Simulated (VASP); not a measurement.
A convergence study with VASP on NaI (rock salt): a few settings are varied, all else stays as given below, so the limit is that of these other settings.

```xyz
2
Lattice="0.0000 3.2350 3.2350 3.2350 0.0000 3.2350 3.2350 3.2350 0.0000" Properties=species:S:1:pos:R:3 pbc="T T T"
Na     0.0000     0.0000     0.0000
I      3.2350     3.2350     3.2350
```

All values below come from PBE GGA, VASP's PBE PAW potentials (set 64) (plane waves; VASP 6.6.1). The last row used: 550 eV cut-off, 14×14×14 Γ-centred mesh, second-order Methfessel-Paxton smearing of 0.40 eV, potentials Na_pv I.

Unless said otherwise, spin-orbit coupling is left out, though it shifts the bands of the heavy elements here. Gaps are read on the run's mesh, which can miss a band edge.

```
setting                                   E (eV/atom)  pressure (GPa)  gap on the mesh (eV)  irreducible k-points
----------------------------------------  -----------  --------------  --------------------  --------------------
ISMEAR = -1, SIGMA = 0.01, 4×4×4 mesh         -2.6896            0.51                 3.642                     8
ISMEAR = -1, SIGMA = 0.1, 4×4×4 mesh          -2.6896            0.51                 3.642                     8
ISMEAR = 0, SIGMA = 0.01, 4×4×4 mesh          -2.6896            0.51                 3.642                     8
ISMEAR = 0, SIGMA = 0.2, 4×4×4 mesh           -2.6896            0.51                 3.642                     8
ISMEAR = 1, SIGMA = 0.05, 4×4×4 mesh          -2.6895            0.51                 3.642                     8
ISMEAR = 1, SIGMA = 0.2, 4×4×4 mesh           -2.6896            0.48                 3.643                     8
ISMEAR = 2, SIGMA = 0.05, 4×4×4 mesh          -2.6895            0.51                 3.642                     8
ISMEAR = 2, SIGMA = 0.2, 4×4×4 mesh           -2.6897            0.49                 3.642                     8
ISMEAR = -1, SIGMA = 0.01, 8×8×8 mesh         -2.6924            0.46                 3.644                    29
ISMEAR = -1, SIGMA = 0.2, 8×8×8 mesh          -2.6924            0.46                 3.644                    29
ISMEAR = 0, SIGMA = 0.01, 8×8×8 mesh          -2.6924            0.46                 3.644                    29
ISMEAR = 0, SIGMA = 0.4, 8×8×8 mesh           -2.6924            0.46                 3.644                    29
ISMEAR = 1, SIGMA = 0.05, 8×8×8 mesh          -2.6924            0.45                 3.644                    29
ISMEAR = 1, SIGMA = 0.4, 8×8×8 mesh           -2.6907            0.36                 3.647                    29
ISMEAR = 2, SIGMA = 0.05, 8×8×8 mesh          -2.6924            0.45                 3.644                    29
ISMEAR = 2, SIGMA = 0.4, 8×8×8 mesh           -2.6918            0.38                 3.646                    29
ISMEAR = -1, SIGMA = 0.05, 14×14×14 mesh      -2.6924            0.46                 3.644                   104
ISMEAR = -1, SIGMA = 0.2, 14×14×14 mesh       -2.6924            0.46                 3.644                   104
ISMEAR = 0, SIGMA = 0.1, 14×14×14 mesh        -2.6924            0.46                 3.644                   104
ISMEAR = 0, SIGMA = 0.4, 14×14×14 mesh        -2.6924            0.46                 3.644                   104
ISMEAR = 1, SIGMA = 0.1, 14×14×14 mesh        -2.6924            0.45                 3.644                   104
ISMEAR = 1, SIGMA = 0.4, 14×14×14 mesh        -2.6905            0.36                 3.646                   104
ISMEAR = 2, SIGMA = 0.1, 14×14×14 mesh        -2.6924            0.45                 3.644                   104
ISMEAR = 2, SIGMA = 0.4, 14×14×14 mesh        -2.6915            0.38                 3.646                   104
```

Left out are rungs that failed or repeat a setting and relaxations that didn't move; long series are thinned to 24 rows.

The compound is NaI in the rock salt structure. The cell was not relaxed at this level.
